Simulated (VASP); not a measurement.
An input for Quantum ESPRESSO's pw.x (written as the equivalent of a VASP run, and not itself run):

```
&CONTROL
  calculation = 'scf'
  pseudo_dir = './pseudo'
  outdir = './out'
  tprnfor = .true.
  tstress = .true.
/
&SYSTEM
  ibrav = 0
  nat = 1
  ntyp = 1
  ecutwfc = 68
  occupations = 'smearing'
  smearing = 'methfessel-paxton'
  degauss = 0.00735
  input_dft = 'pbe'
/
&ELECTRONS
  conv_thr = 7.3e-09
  electron_maxstep = 100
/
ATOMIC_SPECIES
  Ca 40.078 Ca.upf
CELL_PARAMETERS angstrom
     0.0000000    2.7350068    2.7350068
     2.7350068    0.0000000    2.7350068
     2.7350068    2.7350068    0.0000000
ATOMIC_POSITIONS crystal
  Ca   0.0000000  0.0000000  0.0000000
K_POINTS automatic
  10 10 10 0 0 0
```

Question: Write the VASP files for the same calculation (PBE).

Answer: Several could match; the one computed here: 
**POSCAR**
```
Ca
1
    0.0000000000     2.7350068351     2.7350068351
    2.7350068351     0.0000000000     2.7350068351
    2.7350068351     2.7350068351     0.0000000000
Ca
1
Direct
  0.0000000000   0.0000000000   0.0000000000
```

**INCAR**
```
NELM = 100   # most electronic steps
LCHARG = .False.
PREC = Accurate
ISMEAR = 1
ENCUT = 480   # plane-wave cut-off (eV)
EDIFF = 1E-7
SIGMA = 0.1   # width (eV)
ISIF = 2   # forces and stress, cell fixed
LREAL = .False.   # projection in real space or not
ALGO = Normal   # blocked Davidson
GGA = PE
LASPH = .True.
SYSTEM = Ca
LWAVE = .False.
```

KPOINTS:
```
K-points
0
G
10 10 10
```

POTCAR, in this order: Ca_sv (PBE.64 set). Program: vasp_std.

Limits of the translation: the potentials are each code's own (VASP's PAW set, PseudoDojo norm-conserving files in pw.x), so ENCUT and ecutwfc are chosen apart and not converted; conv_thr bounds pw.x's estimated SCF error, while EDIFF bounds the energy change between steps.

The compound is Ca in the fcc structure. This cell was strained or had an atom moved on purpose.
